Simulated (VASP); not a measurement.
**Initial- and final-state core-level shifts of Ta11Ag5**

Which atoms of Ta11Ag5 bind their core electrons more tightly, and does the hole change the order?

Main program and level: VASP 6.6.1; PBEsol; plane waves and PAW (Ta_pv, Ag), in the first sound run; inputs show where later runs differ.

Report form: the programs' logs are mostly left out.

**1. Set-up**

The cell holds 16 atoms: 11 Ta and 5 Ag. Its edges and angles: a = 7.390 Å, b = 12.365 Å, c = 8.095 Å, α = 102.6°, β = 56.8°, γ = 146.8°. It derives from Ta and Ag. Random alloy: site Ta, solute Ag, share 0.3125, order random, lattice volume linear between typed atomic volumes.

Coordinates:

```
Ta Ag
1.0
    -3.30469    6.60938    0.00000
     9.91407   -6.60938    3.30469
     3.30469    6.60938   -3.30469
Ta Ag
11 5
Direct
  0.00000 0.00000 0.00000
  0.25000 0.56250 0.06250
  0.25000 0.81250 0.31250
  0.50000 0.12500 0.12500
  0.25000 0.06250 0.56250
  0.25000 0.31250 0.81250
  0.75000 0.68750 0.18750
  0.50000 0.62500 0.62500
  0.75000 0.93750 0.43750
  0.50000 0.87500 0.87500
  0.75000 0.43750 0.93750
  0.00000 0.25000 0.25000
  0.00000 0.50000 0.50000
  0.00000 0.75000 0.75000
  0.50000 0.37500 0.37500
  0.75000 0.18750 0.68750
```

**2. Relaxation**

The atoms are relaxed first inside the given cell, which is kept (ISIF = 0), since core levels depend on the positions.

The input, INCAR:

```
SYSTEM = Ta11Ag5
PREC = Normal
ENCUT = 330
EDIFF = 1E-05
NELM = 100
ISMEAR = 0
SIGMA = 0.1
LREAL = Auto
ALGO = Fast
GGA = PS
NBANDS = 109
LASPH = .TRUE.
LWAVE = .FALSE.
LCHARG = .FALSE.
KPAR = 4
NCORE = 2
IBRION = 2
NSW = 50
ISIF = 0
EDIFFG = -0.05
```

The input, POSCAR:

```
Ta11Ag5
1.0
   -3.3046902955      6.6093805909      0.0000000000
    9.9140708864     -6.6093805909      3.3046902955
    3.3046902955      6.6093805909     -3.3046902955
Ta Ag
11 5
Direct
    0.0000000000      0.0000000000      0.0000000000
    0.2500000000      0.5625000000      0.0625000000
    0.2500000000      0.8125000000      0.3125000000
    0.5000000000      0.1250000000      0.1250000000
    0.2500000000      0.0625000000      0.5625000000
    0.2500000000      0.3125000000      0.8125000000
    0.7500000000      0.6875000000      0.1875000000
    0.5000000000      0.6250000000      0.6250000000
    0.7500000000      0.9375000000      0.4375000000
    0.5000000000      0.8750000000      0.8750000000
    0.7500000000      0.4375000000      0.9375000000
    0.0000000000      0.2500000000      0.2500000000
    0.0000000000      0.5000000000      0.5000000000
    0.0000000000      0.7500000000      0.7500000000
    0.5000000000      0.3750000000      0.3750000000
    0.7500000000      0.1875000000      0.6875000000
```

The input, KPOINTS:

```
Automatic mesh
0
Gamma
6 3 3
0 0 0
```

The projector-augmented-wave data sets are Ta_pv and Ag (PBE family, release 64).

Command:

```
mpirun -np 8 vasp_std
```

Run time: 5 min. Hardware: 8 MPI ranks of Intel Xeon 6975P-C (Granite Rapids), shared host; peak memory 2.4 GiB.

The k-mesh is coarse for a metal. The PAW data sets were made with PBE, which is usual practice but a small mismatch for other functionals.

The steps of the relaxation:

```tsv
step	energy less that of the first step (eV)	largest force (eV/Å)
1	0.0000	0.9447
2	-0.1999	0.5672
3	-0.2642	0.5533
4	-0.3185	0.2401
5	-0.3314	0.2034
6	-0.3317	0.2074
7	-0.3481	0.1702
8	-0.3548	0.1687
9	-0.3496	0.2907
10	-0.3558	0.1706
11	-0.3633	0.0754
12	-0.3645	0.0772
13	-0.3659	0.0361
```

The atoms that moved most (Å):

```tsv
atom	dx	dy	dz	length
Ta6	-0.016	0.049	-0.135	0.145
Ta11	-0.059	0.105	0.062	0.135
Ta3	-0.023	-0.097	0.066	0.119
Ta9	-0.107	0.038	0.002	0.113
Ta7	0.077	0.042	0.052	0.102
Ta2	0.013	-0.077	0.065	0.102
Ag15	0.048	-0.069	-0.051	0.098
Ta4	0.059	0.053	-0.029	0.084
```

The relaxed structure:

```xyz
16
Lattice="-3.3047 6.6094 0.0000 9.9141 -6.6094 3.3047 3.3047 6.6094 -3.3047" Properties=species:S:1:pos:R:3 pbc="T T T"
Ta    0.0132   -0.0314   -0.0349
Ta    4.9700   -1.7298    1.7172
Ta    8.2392   -1.7493    1.7182
Ta    0.0590    3.3573   -0.0290
Ta    1.6891    4.9439   -1.7203
Ta    4.9409    5.0058   -1.7878
Ta    5.0343    1.6948    1.7045
Ta    6.5678    3.3628    0.0174
Ta    8.1550    1.6907    1.6541
Ta    9.8900    3.2527    0.0206
Ta    4.8976    8.3665   -1.5906
Ag    3.3245    0.0615    0.0147
Ag    6.5964   -0.0512    0.0065
Ag    9.8770    0.0069    0.0275
Ag    3.3524    3.2353   -0.0510
Ag    1.7063    8.2398   -1.6671
```

This step gave:

- free energy (TOTEN): -150.3919 eV
- energy at zero smearing: -150.3594 eV
- Fermi energy: 6.398 eV

At PBEsol, with these data sets, the largest force is down to 0.036 eV/Å.

**3. Initial state**

The cell without a hole gives, with ICORELEVEL = 1, the Kohn-Sham core levels of the initial state.

The input, INCAR:

```
SYSTEM = Ta11Ag5
PREC = Normal
ENCUT = 330
EDIFF = 1E-05
NELM = 120
ISMEAR = 0
SIGMA = 0.1
LREAL = Auto
ALGO = Fast
GGA = PS
NBANDS = 109
LASPH = .TRUE.
LORBIT = 11
LWAVE = .FALSE.
LCHARG = .FALSE.
KPAR = 8
ICORELEVEL = 1
ISIF = 0
```

The input, POSCAR:

```
Ta11Ag5
1.0
   -3.3046902955      6.6093805909      0.0000000000
    9.9140708864     -6.6093805909      3.3046902955
    3.3046902955      6.6093805909     -3.3046902955
Ta Ag
11 5
Direct
    0.9846911226      0.9945370158      0.0050877200
    0.2579009893      0.5703577820      0.0507427011
    0.2552579585      0.8170880304      0.2971638920
    0.4991968801      0.1270692607      0.1358338649
    0.2274377619      0.0544953400      0.5750710398
    0.2163954386      0.2926286459      0.8336144285
    0.7721961010      0.7028366302      0.1870639340
    0.5140706110      0.6266874267      0.6214159303
    0.7563444294      0.9311475004      0.4306112351
    0.4983730833      0.8743333490      0.8680872613
    0.7845257987      0.4463066503      0.9276296936
    0.0137396795      0.2560471147      0.2516060872
    0.9942227373      0.4980653231      0.4960907522
    0.0093752510      0.7516233145      0.7432934915
    0.4740603321      0.3682639393      0.3837016666
    0.7422118257      0.1885126768      0.6929863021
```

The input, KPOINTS:

```
Automatic mesh
0
Gamma
7 4 4
0 0 0
```

Command:

```
mpirun -np 8 vasp_std
```

Wall time 1.9 min (8 MPI ranks); peak memory 5.4 GiB.

These are scalar-relativistic Kohn-Sham levels of the ground state, with no core hole, so they are not binding energies.

This step gave:

```
free energy (TOTEN)     : -150.3943 eV
energy at zero smearing : -150.3602 eV
Fermi energy            : 6.400 eV
```

The two shallowest core shells; atoms whose shallowest level rounds to another's at 0.01 eV are left out. Core levels, by row:

```tsv
atom	shell	level below the Fermi level (eV)
Ta1	5s	67.13
Ta1	4f	18.93
Ta2	5s	67.69
Ta2	4f	19.55
Ta3	5s	67.68
Ta3	4f	19.53
Ta4	5s	67.08
Ta4	4f	18.86
Ta5	5s	67.71
Ta5	4f	19.57
Ta6	5s	67.74
Ta6	4f	19.6
Ta7	5s	67.73
Ta7	4f	19.59
Ta9	5s	67.71
Ta9	4f	19.56
Ta10	5s	67.06
Ta10	4f	18.85
Ag12	4s	92.72
Ag12	4p	56.12
Ag13	4s	92.83
Ag13	4p	56.23
Ag14	4s	92.74
Ag14	4p	56.13
Ag15	4s	92.75
Ag15	4p	56.14
Ag16	4s	92.68
Ag16	4p	56.08
```

**4. Core hole, atom Ta7, shell 4f**

This step: final-state core hole with the electron kept at the Fermi level, PBEsol; plane waves and PAW (Ta_pv, Ta_pv, Ag) (VASP 6.6.1).

A core electron of Ta7 (4f) is moved to the Fermi level; this atom comes first in POSCAR as a species of its own.

Changes to INCAR since step 3:

```diff
@@ -12,3 +12,2 @@
 LASPH = .TRUE.
-LORBIT = 11
 LWAVE = .FALSE.
@@ -16,3 +15,7 @@
 KPAR = 8
-ICORELEVEL = 1
+ICORELEVEL = 2
+CLNT = 1
+CLN = 4
+CLL = 3
+CLZ = 1
 ISIF = 0
```

Changes to POSCAR since step 3:

```diff
@@ -5,5 +5,6 @@
     3.3046902955      6.6093805909     -3.3046902955
-Ta Ag
-11 5
+Ta Ta Ag
+1 10 5
 Direct
+    0.7721961010      0.7028366302      0.1870639340
     0.9846911226      0.9945370158      0.0050877200
@@ -14,3 +15,2 @@
     0.2163954386      0.2926286459      0.8336144285
-    0.7721961010      0.7028366302      0.1870639340
     0.5140706110      0.6266874267      0.6214159303
```

KPOINTS is that of step 3.

PAW data sets: Ta_pv, Ta_pv and Ag (PBE family, release 64).

Command:

```
mpirun -np 8 vasp_std
```

It took 2 min on 8 MPI ranks; peak memory 5.6 GiB.

This run has no spin polarisation.

Numbers from this step:

```yaml
free_energy_toten: -301.9420 eV
energy_at_zero_smearing: -301.9078 eV
fermi_energy: 6.357 eV
```

This is the reference for holes on Ta.

**5. Core hole, atom Ta10, shell 4f**

The same hole on the next atom.

INCAR is that of step 4.

Changes to POSCAR since step 4:

```diff
@@ -8,3 +8,3 @@
 Direct
-    0.7721961010      0.7028366302      0.1870639340
+    0.4983730833      0.8743333490      0.8680872613
     0.9846911226      0.9945370158      0.0050877200
@@ -15,5 +15,5 @@
     0.2163954386      0.2926286459      0.8336144285
+    0.7721961010      0.7028366302      0.1870639340
     0.5140706110      0.6266874267      0.6214159303
     0.7563444294      0.9311475004      0.4306112351
-    0.4983730833      0.8743333490      0.8680872613
     0.7845257987      0.4463066503      0.9276296936
```

KPOINTS is that of step 4.

Command:

```
mpirun -np 8 vasp_std
```

Elapsed: 2 min, on 8 MPI ranks; peak memory 5.5 GiB; 16 min of CPU time.

Against the hole on Ta7 the energy differs by -0.58 eV.

**6. Core hole, atom Ag12, shell 3d**

This step: final-state core hole with the electron kept at the Fermi level, PBEsol; plane waves and PAW (Ag, Ta_pv, Ag) (VASP 6.6.1).

System of this step: Ta11Ag5. The cell holds 16 atoms: 5 Ag and 11 Ta. Cell: a = 7.390 Å, b = 12.365 Å, c = 8.095 Å, α = 102.6°, β = 56.8°, γ = 146.8°. It derives from Ta and Ag. Random alloy: site Ta, solute Ag, share 0.3125, order random, lattice volume linear between typed atomic volumes.

A core electron of Ag12 (3d) is moved to the Fermi level; this atom comes first in POSCAR as a species of its own.

Changes to INCAR since step 5:

```diff
@@ -17,4 +17,4 @@
 CLNT = 1
-CLN = 4
-CLL = 3
+CLN = 3
+CLL = 2
 CLZ = 1
```

Changes to POSCAR since step 5:

```diff
@@ -5,6 +5,6 @@
     3.3046902955      6.6093805909     -3.3046902955
-Ta Ta Ag
-1 10 5
+Ag Ta Ag
+1 11 4
 Direct
-    0.4983730833      0.8743333490      0.8680872613
+    0.0137396795      0.2560471147      0.2516060872
     0.9846911226      0.9945370158      0.0050877200
@@ -18,4 +18,4 @@
     0.7563444294      0.9311475004      0.4306112351
+    0.4983730833      0.8743333490      0.8680872613
     0.7845257987      0.4463066503      0.9276296936
-    0.0137396795      0.2560471147      0.2516060872
     0.9942227373      0.4980653231      0.4960907522
```

KPOINTS is that of step 5.

Potentials, in the order of the species: Ag, Ta_pv and Ag (PBE family, release 64).

Command:

```
mpirun -np 8 vasp_std
```

Run time: 1.9 min. Hardware: 8 MPI ranks; peak memory 5.6 GiB; 15 min of CPU time.

This is the reference for holes on Ag.

**7. Core hole, atom Ag15, shell 3d**

INCAR is that of step 6.

Changes to POSCAR since step 6:

```diff
@@ -8,3 +8,3 @@
 Direct
-    0.0137396795      0.2560471147      0.2516060872
+    0.4740603321      0.3682639393      0.3837016666
     0.9846911226      0.9945370158      0.0050877200
@@ -20,5 +20,5 @@
     0.7845257987      0.4463066503      0.9276296936
+    0.0137396795      0.2560471147      0.2516060872
     0.9942227373      0.4980653231      0.4960907522
     0.0093752510      0.7516233145      0.7432934915
-    0.4740603321      0.3682639393      0.3837016666
     0.7422118257      0.1885126768      0.6929863021
```

KPOINTS is that of step 6.

Command:

```
mpirun -np 8 vasp_std
```

Wall time 1.9 min (8 MPI ranks); peak memory 5.5 GiB; 15 min of CPU time.

Against the hole on Ag12 the energy differs by -0.03 eV.

**8. Summary**

This step: core-level shifts, PBEsol; plane waves and PAW (VASP 6.6.1).

Derived from the runs above.

A positive shift is a higher binding energy. Cost is wall time times ranks on a shared host. Core-level shifts:

```tsv
atom	region	shell	Kohn-Sham level below the Fermi level (eV)	initial-state shift (eV)	final-state shift (eV)	shifts are from	cost (core minutes)
Ta7		4f	19.59	0	0	Ta7	16.13
Ta10		4f	18.85	-0.7405	-0.5752	Ta7	16
Ag12		3d	356.7	0	0	Ag12	15.2
Ag15		3d	356.7	0.0217	-0.03001	Ag12	14.93
```

**9. Outcome**

- Ta10 4f, from Ta7: initial state -0.74 eV, final state -0.58 eV
- Ag15 3d, from Ag12: initial state +0.02 eV, final state -0.03 eV

**Reading.** Against Ta7, Ta10 is shifted by -0.74 eV in the initial state and by -0.58 eV with the hole; against Ag12, Ag15 is shifted by +0.02 eV in the initial state and by -0.03 eV with the hole (energies extrapolated to zero smearing). Only these atoms were given a hole, so other sites aren't ranked. The difference of the two pictures holds the screening of the hole, but also the cell's limits: holes repeat 6.6 Å apart, and the electron from the core stays in the cell, where it moves the Fermi energy by -0.04 to +0.05 eV; that is about as much as the final-state shift of Ag15, or more, so there size and sign aren't settled. Cell size, mesh and smearing weren't varied between the hole runs. On their mesh the free atoms carry forces of up to 0.09 eV/Å, since the relaxation used another. The other core electrons are frozen, spin-orbit splitting and multiplets are absent, and only shifts between atoms of one element are meaningful. Not tabulated here, as repeats of values shown or as unfit to read for their mesh, reference level or band range: core levels (core hole).

[Lines on the potential files, build, host, timing and source positions are cut from VASP's logs without a mark.]

[Logs are printed without paths, hosts, clocks, repeated set-up lines and the standing remarks that a program may print on its own settings, such as how far it seeks lower states.]

[Hosts, paths, dates, database ids (printed as entryN), source tags and the programs' standing remarks are cut or masked in the printed files.]
